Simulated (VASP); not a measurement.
Output of a VASP run:

OSZICAR:
```
       N       E                     dE             d eps       ncg     rms          rms(c)
DAV:   1     0.221480706773E+02    0.22148E+02   -0.41782E+03  1232   0.880E+02
DAV:   2    -0.125659829393E+02   -0.34714E+02   -0.32258E+02  1132   0.159E+02
DAV:   3    -0.132512510083E+02   -0.68527E+00   -0.68171E+00  1308   0.282E+01
DAV:   4    -0.132603226432E+02   -0.90716E-02   -0.90697E-02  1274   0.308E+00
DAV:   5    -0.132605274301E+02   -0.20479E-03   -0.20478E-03  1268   0.475E-01    0.130E+01
DAV:   6    -0.150538803745E+02   -0.17934E+01   -0.62424E+01  1242   0.132E+02    0.156E+01
DAV:   7    -0.116101473758E+02    0.34437E+01   -0.17530E+01  1234   0.771E+01    0.112E+00
DAV:   8    -0.116017485708E+02    0.83988E-02   -0.40610E-01  1322   0.777E+00    0.109E+00
DAV:   9    -0.115856888553E+02    0.16060E-01   -0.63354E-02  1292   0.397E+00    0.208E-01
DAV:  10    -0.115851576210E+02    0.53123E-03   -0.27168E-03  1270   0.856E-01    0.785E-02
DAV:  11    -0.115851569962E+02    0.62479E-06   -0.73650E-05  1460   0.110E-01    0.346E-02
DAV:  12    -0.115851547792E+02    0.22170E-05   -0.81122E-06  1196   0.493E-02    0.472E-03
DAV:  13    -0.115851545231E+02    0.25614E-06   -0.27860E-07   574   0.612E-03
   1 F= -.11585155E+02 E0= -.11569698E+02  d E =-.309122E-01
```

OUTCAR:
```
------------------------ aborting loop because EDIFF is reached ----------------------------------------
  FORCE on cell =-STRESS in cart. coord.  units (eV):
  Direction    XX          YY          ZZ          XY          YZ          ZX
  --------------------------------------------------------------------------------------
  Total        0.8755482      0.8755482      0.8755482      0.0000000      0.0000000     -0.0000000
  in kB       61.7474334     61.7474334     61.7474334      0.0000000      0.0000000     -0.0000000
  external PRESSURE =      61.7474334 kB  Pullay stress =       0.0000000 kB
  volume of cell :       22.72
      direct lattice vectors                 reciprocal lattice vectors
     2.832200000  0.000000000  0.000000000     0.353082409  0.000000000  0.000000000
     0.000000000  2.832200000  0.000000000     0.000000000  0.353082409  0.000000000
     0.000000000  0.000000000  2.832200000     0.000000000  0.000000000  0.353082409
 POSITION                                       TOTAL-FORCE (eV/Angst)
 -----------------------------------------------------------------------------------
      1.41610      1.41610      1.41610         0.000000      0.000000      0.000000
      0.00000      0.00000      0.00000         0.000000      0.000000      0.000000
 -----------------------------------------------------------------------------------
    total drift:                               -0.000000      0.000000     -0.000000
  FREE ENERGIE OF THE ION-ELECTRON SYSTEM (eV)
  ---------------------------------------------------
  free  energy   TOTEN  =       -11.5851545231 eV

  energy  without entropy=      -11.5542423009  energy(sigma->0) =      -11.56969841
```
(Selected blocks of OUTCAR.)

POSCAR:
```
NiAl
1
    2.8322000000     0.0000000000     0.0000000000
    0.0000000000     2.8322000000     0.0000000000
    0.0000000000     0.0000000000     2.8322000000
Al Ni
1 1
Direct
  0.5000000000   0.5000000000   0.5000000000
  0.0000000000   0.0000000000   0.0000000000
```

Q: Write an INCAR and KPOINTS that could have produced this output.

A: Several could match; the one computed here: the input of the run itself, PBEsol GGA, plane waves, VASP's PBE PAW potentials (set 64).

**INCAR**
```
SYSTEM = NiAl
PREC = Accurate
ENCUT = 300
EDIFF = 1E-6
NELM = 100
ALGO = Normal
LREAL = .FALSE.
LASPH = .TRUE.
ISMEAR = -1
SIGMA = 0.1
GGA = PS
LMAXMIX = 4
LWAVE = .FALSE.
LCHARG = .FALSE.
ISIF = 2
```

File KPOINTS:
```
Automatic
0
Gamma
 11 11 11
0 0 0
```

POTCAR, in this order: Al Ni (PBE.64 set). Program: vasp_std.

At this cut-off the stress carries a Pulay error, which pulls relaxed volumes low.

The structure is a typed NiAl crystal. The cell was not relaxed at this level, and its volume differs by -5.9 % from the start's. The run is not spin-polarised, so no magnetic state was tried. The electron count is odd and the run is not spin-polarised, which forces a metal.
